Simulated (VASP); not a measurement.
VASP ran on this input.

**INCAR**
```
# general
SYSTEM  = NaHf
PREC    = Accurate
ENCUT   = 300
LREAL   = .FALSE.
LASPH   = .TRUE.

# electronic loop
EDIFF   = 1E-6
NELM    = 100
ALGO    = Normal
LMAXMIX = 6

# smearing
ISMEAR  = 0
SIGMA   = 0.136

# functional
GGA     = PE

# ions
IBRION  = 2
NSW     = 50
ISIF    = 3
EDIFFG  = -0.01

# output
LWAVE   = .FALSE.
LCHARG  = .FALSE.
```

File KPOINTS:
```
K-points
0
G
  5 5 5
```

**POSCAR**
```
NaHf
1
    3.9173280000     0.0000000000     0.0000000000
    0.0000000000     3.9173280000     0.0000000000
    0.0000000000     0.0000000000     3.9173280000
Na Hf
1 1
Direct
 -0.0015310000   0.0014230000  -0.0017540000
  0.5015310000   0.4985770000   0.5017540000
```

POTCAR, in this order: Na_pv Hf_pv (PBE.64 set). Program: vasp_std.

Problem. Translate this PBE calculation to Ansatz.

Solution. One equivalent input (not run):
Ansatz 0.2 input:
```yaml
crystal:
  lattice:
    - [3.9173280, 0.0000000, 0.0000000]
    - [0.0000000, 3.9173280, 0.0000000]
    - [0.0000000, 0.0000000, 3.9173280]
  atoms:
    - { symbol: Na, position: [-0.0015310, 0.0014230, -0.0017540] }
    - { symbol: Hf, position: [0.5015310, 0.4985770, 0.5017540] }
kpoints:
  mp_grid: { grid: [5, 5, 5] }
hamiltonian:
  xc: pbe
  pseudopotentials: { kind: paw }
scf:
  occupations: { method: gaussian, width: 0.136 }
  max_iter: 100
relax:
  max_steps: 50
  f_tol: 0.01
  cell: {}
output: { forces: true, stress: true, eigenvalues: true }
```
The two are equivalent in intent, not identical: each code has its own PAW files, so the cut-off isn't converted (ENCUT is set for VASP's; basis.ecutwfc is left out, and Ansatz then takes the one that its files recommend); Ansatz stops its SCF on the density residual and VASP on the energy change (EDIFF).

The structure was generated: NaHf was put into an ordered model structure, which need not be its known phase. In the starting cell atoms are displaced from their ideal sites. This run relaxes it. The k-mesh is coarse (spacing up to 0.35 per Å, 2π included), so the numbers may not be converged in it. The run is one of a series of settings (EDIFFG = -0.01, IBRION = 2, ISIF = 3, NSW = 50 against the base run), some of them coarse on purpose.
